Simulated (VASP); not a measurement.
VASP ran on this input.

**POSCAR**
```
SnTe
1.0
  0.0000000000   3.1410479211   3.1410479211
  3.1410479211   0.0000000000   3.1410479211
  3.1410479211   3.1410479211   0.0000000000
Sn Te
1 1
Cart
  0.0000000000   0.0000000000   0.0000000000
  3.1410479211   3.1410479211   3.1410479211
```

**KPOINTS**
```
Automatic mesh
0
G
 7 7 7
0 0 0
```

**INCAR**
```
AGGAC = 0.0
ALGO = Normal
EDIFF = 1E-7
ENCUT = 520
GGA = BO
ISIF = 2
ISMEAR = 0
LASPH = T
LCHARG = F
LMAXMIX = 4
LREAL = F
LUSE_VDW = T
LWAVE = F
NELM = 100
PARAM1 = 0.1833333333
PARAM2 = 0.22
PREC = Accurate
SIGMA = 0.05
SYSTEM = SnTe
```

POTCAR, in this order: Sn_d Te (PBE.64 set). Program: vasp_std.

Question: Translate this optB88-vdW calculation to Quantum ESPRESSO's pw.x.

Answer: One equivalent input (not run):
```
&CONTROL
  calculation = 'scf'
  pseudo_dir = './pseudo'
  outdir = './out'
  tprnfor = .true.
  tstress = .true.
/
&SYSTEM
  ibrav = 0
  nat = 2
  ntyp = 2
  ecutwfc = 82.3
  occupations = 'smearing'
  smearing = 'gaussian'
  degauss = 0.003675
  input_dft = 'vdw-df-obk8'
/
&ELECTRONS
  conv_thr = 7.3e-09
  electron_maxstep = 100
/
ATOMIC_SPECIES
  Sn 118.710 Sn.upf
  Te 127.600 Te.upf
CELL_PARAMETERS angstrom
     0.0000000    3.1410479    3.1410479
     3.1410479    0.0000000    3.1410479
     3.1410479    3.1410479    0.0000000
ATOMIC_POSITIONS crystal
  Sn   0.0000000  0.0000000  0.0000000
  Te   0.5000000  0.5000000  0.5000000
K_POINTS automatic
  7 7 7 0 0 0
```
Limits of the translation: the potentials are each code's own (VASP's PAW set, PseudoDojo norm-conserving files in pw.x), so ENCUT and ecutwfc are chosen apart and not converted; conv_thr bounds pw.x's estimated SCF error, while EDIFF bounds the energy change between steps.

The compound is SnTe in the rock salt structure, which distorts at low temperature. This cell is one point of a volume scan, at 0.94 of the reference volume.
